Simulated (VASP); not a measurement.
Cost and result of VASP (PAW) for the bulk modulus of CaO (rock salt). Static lattice, third-order Birch-Murnaghan fit over five volumes. The cost counts the five points of the equation of state, each on the mesh and cut-off of its row, so the ratios hold those differences too. With PBEsol it took about 50 core-seconds. Costs are core time on shared hosts, one run each; read them as rough ratios.

```json
[
 {"level": "LDA", "k-mesh": "10×10×10", "cut-off (eV)": "520", "bulk modulus (GPa)": "128", "cost over PBEsol": "within a factor of 2"},
 {"level": "PBEsol", "k-mesh": "10×10×10", "cut-off (eV)": "520", "bulk modulus (GPa)": "115", "cost over PBEsol": "reference"},
 {"level": "AM05", "k-mesh": "10×10×10", "cut-off (eV)": "520", "bulk modulus (GPa)": "111", "cost over PBEsol": "within a factor of 2"},
 {"level": "rev-vdW-DF2", "k-mesh": "9×9×9", "cut-off (eV)": "520", "bulk modulus (GPa)": "112", "cost over PBEsol": "about 3 times"},
 {"level": "r2SCAN", "k-mesh": "9×9×9", "cut-off (eV)": "520", "bulk modulus (GPa)": "116", "cost over PBEsol": "about 5 times"},
 {"level": "revTPSS", "k-mesh": "9×9×9", "cut-off (eV)": "520", "bulk modulus (GPa)": "110", "cost over PBEsol": "about 6 times"},
 {"level": "r2SCAN+rVV10", "k-mesh": "10×10×10", "cut-off (eV)": "520", "bulk modulus (GPa)": "___", "cost over PBEsol": "___"}
]
```

**Question.** What belongs in the gaps?

**Answer.** 
- r2SCAN+rVV10, bulk modulus (GPa): 119
- r2SCAN+rVV10, cost over PBEsol: about 10 times

Left out are levels that failed, ran on another kind of processor or have no fit band path; at most nine are shown.

The compound is CaO in the rock salt structure.
